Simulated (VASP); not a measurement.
Method: PBE0 hybrid, VASP's PBE PAW potentials (set 64) (plane waves; VASP).

Input for VASP

INCAR:
```
SYSTEM = SnSe
PREC = Accurate
ENCUT = 300
EDIFF = 1E-6
NELM = 100
ALGO = Normal
LREAL = .FALSE.
LASPH = .TRUE.
ISMEAR = 0
SIGMA = 0.01
GGA = PE
AEXX = 0.25
HFRCUT = -1
LHFCALC = .TRUE.
PRECFOCK = Fast
ISYM = 3
LMAXMIX = 4
LWAVE = .FALSE.
LCHARG = .FALSE.
ISIF = 2
```

### KPOINTS
```
Automatic mesh
0
Gamma
1 3 2
0.5 0.5 0.5
```

POSCAR:
```
SnSe
1
   11.3798470000     0.0000000000     0.0000000000
    0.0000000000     4.0255690000     0.0000000000
    0.0000000000     0.0000000000     4.5862080000
Sn Se
4 4
Direct
  0.6187900000   0.7500000000   0.3765500000
  0.3812100000   0.2500000000   0.6234500000
  0.8812100000   0.2500000000   0.8765500000
  0.1187900000   0.7500000000   0.1234500000
  0.1485500000   0.2500000000   0.5091800000
  0.8514500000   0.7500000000   0.4908200000
  0.3514500000   0.7500000000   0.0091800000
  0.6485500000   0.2500000000   0.9908200000
```

POTCAR, in this order: Sn_d Se (PBE.64 set). Program: vasp_std.

Q: What will the output report for the number of irreducible k-points (NKPTS), largest plane-wave count, number of space-group operations, FFT grid (NGX, NGY, NGZ)?

A: 
The number of irreducible k-points (NKPTS) is 2. The largest plane-wave count is 2484 and the number of space-group operations is 8. The FFT grid (NGX, NGY, NGZ) comes out as 64 × 24 × 28.

The structure comes from a computed database's SnSe entry; how it stands against other phases isn't given here. The cell was not relaxed at this level. The k-mesh is coarse (spacing up to 0.69 per Å, 2π included), so the numbers may not be converged in it. The run is one of a series of settings (KPOINTS 1×3×2 Γ-centred mesh shifted by (0.5, 0.5, 0.5) against the base run), some of them coarse on purpose.
